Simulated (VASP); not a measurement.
A convergence study with VASP on Cl (space group Cmce): one setting is varied, all else stays as given below, so the limit is that of these other settings.

```
Cl
1.0
    2.24672    -3.12936     0.00000
    2.24672     3.12936     0.00000
    0.00000     0.00000     8.28478
Cl
4
Direct
  0.87700   0.87700   0.89700
  0.62300   0.62300   0.39700
  0.37700   0.37700   0.60300
  0.12300   0.12300   0.10300
```

Calculation: PBEsol GGA, VASP's PBE PAW potentials (set 64) (plane waves; VASP 6.6.1). The tightest run used: 300 eV cut-off, 11×11×5 Γ-centred mesh, Gaussian smearing of 0.010 eV, potentials Cl.

Task: The settings run are 3×3×1 mesh; 3×3×2 mesh; 4×4×2 mesh; 5×5×2 mesh; 6×6×3 mesh; 7×7×3 mesh; 9×9×4 mesh; 11×11×5 mesh. From which on does the mean ε∞ stay within 0.1  of the tightest run?

Result: From 3×3×2 mesh on: it is off by 0.04 there and by no more than 0.1 in any finer run, while 3×3×1 mesh is off by 0.21.
```tsv
setting	mean ε∞	irreducible k-points	difference judged ()
3×3×1 mesh	3.10	4	0.21
3×3×2 mesh	3.27	8	0.04
4×4×2 mesh	3.31	14	0.01
5×5×2 mesh	3.31	18	0.00
6×6×3 mesh	3.30	26	0.00
7×7×3 mesh	3.30	32	0.00
9×9×4 mesh	3.30	75	0.00
11×11×5 mesh	3.30	108	0.00
```

Left out are rungs that failed or repeat a setting and relaxations that didn't move; long series are thinned to 24 rows.

The structure is a typed Cl crystal (space group no. 64). The cell was not relaxed at this level, forces remain on its atoms.
